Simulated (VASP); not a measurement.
Consider the following.

```xyz
2
Lattice="3.5411 0.0000 0.0000 -1.7705 3.0667 0.0000 0.0000 0.0000 3.4559" Properties=species:S:1:pos:R:3 pbc="T T T"
Nb     0.0000     0.0000     0.0000
As     1.7706     1.0222     1.7280
```

These are PBE GGA, VASP's PBE PAW potentials (set 64) (plane waves; VASP) values and carry that method's errors. Numerical set-up: 750 eV cut-off, 8×8×7 Γ-centred mesh, Gaussian smearing of 0.050 eV, potentials Nb_sv As.

Problem. Give the stress tensor in GPa (positive for a compressed cell).

Solution. 
```
-8.00   0.00   0.00
 0.00  -8.00   0.00
 0.00   0.00  -5.29
```
The pressure is its mean diagonal, -7.10 GPa.

The structure was generated: NbAs was put into the WC type (P-6m2), which need not be its known phase. The cell was not relaxed at this level. The run is one of a series of settings (ENCUT = 750 against the base run), some of them coarse on purpose.
